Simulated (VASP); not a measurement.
Input:

```
CELL_PARAMETERS angstrom
     -1.42490     1.42490     1.42490
      1.42490    -1.42490     1.42490
      1.42490     1.42490    -1.42490
ATOMIC_POSITIONS crystal
  Fe 0.00000 0.00000 0.00000
```
Starting moments (μB, in the order of the record's atoms Fe): 2.7.

Computed with r2SCAN+rVV10, VASP's PBE PAW potentials (set 64) (plane waves; VASP). Numerical set-up: 520 eV cut-off, 20×20×20 Γ-centred mesh, tetrahedra with Blöchl corrections, potentials Fe.

Give the spin-up energies of bands 1 to 6 at the high-symmetry points, in eV from the Fermi level.

```json
[
 {"band": "1", "Γ": "-8.56", "H": "-5.34", "N": "-5.39", "P": "-3.80"},
 {"band": "2", "Γ": "-3.03", "H": "-5.34", "N": "-4.05", "P": "-3.80"},
 {"band": "3", "Γ": "-3.03", "H": "-0.69", "N": "-1.75", "P": "-3.80"},
 {"band": "4", "Γ": "-3.03", "H": "-0.69", "N": "-1.63", "P": "-1.60"},
 {"band": "5", "Γ": "-1.80", "H": "-0.69", "N": "-0.43", "P": "-1.60"},
 {"band": "6", "Γ": "-1.80", "H": "10.11", "N": "0.59", "P": "8.58"}
]
```

Give the spin-down energies of bands 1 to 6 at the high-symmetry points, in eV from the Fermi level.

```csv
band,Γ,H,N,P
1,-9.19,-2.75,-3.57,-1.63
2,0.34,-2.75,-1.10,-1.63
3,0.34,3.15,0.02,-1.63
4,0.34,3.15,2.42,2.95
5,2.60,3.15,2.89,2.95
6,2.60,10.45,3.46,9.82
```

It has no gap at this level: it comes out as a metal or semimetal.

The compound is Fe in the bcc structure. It was relaxed first.
